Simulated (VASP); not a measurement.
Consider the following.

```
C
1.0
    0.00000     1.76792     1.76792
    1.76792     0.00000     1.76792
    1.76792     1.76792     0.00000
C
2
Cartesian
  0.00000   0.00000   0.00000
  0.88396   0.88396   0.88396
```

These are LDA (Ceperley-Alder, Perdew-Zunger), VASP's LDA PAW potentials (set 64) (plane waves; VASP) values and carry that method's errors. Settings: 520 eV cut-off, 14×14×14 Γ-centred mesh, tetrahedra with Blöchl corrections, potentials C.

Question: What does the run give for the energy per atom (σ→0)?

Answer: 
* **energy per atom (σ→0)**: -10.123 eV/atom

The absolute energy has meaning only against runs of the same code, potentials and settings.

The compound is C in the diamond structure. It was relaxed first.
